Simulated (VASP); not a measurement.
Given:

```
CELL_PARAMETERS angstrom
      1.80641    -3.12879     0.00000
      1.80641     3.12879     0.00000
      0.00000     0.00000     5.55441
ATOMIC_POSITIONS crystal
  Y  0.33333 0.66667 0.25000
  Y  0.66667 0.33333 0.75000
```

Level of theory: PBE GGA with D3 dispersion (zero damping), VASP's PBE PAW potentials (set 64) (plane waves; VASP 6.6.1). Run with 520 eV cut-off, Gaussian smearing of 0.050 eV, potentials Y_sv.

### Question
Give the energies of bands 9 to 14 at the high-symmetry points, in eV from the Fermi level.

### Answer

| band | Γ | M | K | A | L | H |
|---|---|---|---|---|---|---|
| 9 | -4.75 | -1.70 | -0.80 | -3.22 | -1.71 | -0.41 |
| 10 | -1.90 | -1.27 | -0.69 | -3.22 | -1.71 | -0.41 |
| 11 | 1.17 | -0.85 | -0.69 | 1.06 | 0.10 | -0.40 |
| 12 | 1.76 | -0.08 | -0.47 | 1.06 | 0.10 | -0.40 |
| 13 | 1.76 | 1.41 | 1.16 | 1.64 | 1.51 | 0.47 |
| 14 | 2.26 | 1.57 | 1.16 | 1.64 | 1.51 | 0.47 |

It has no gap at this level: it comes out as a metal or semimetal.

The compound is Y in the hcp structure. It was relaxed first, which changed the volume by -5 %.
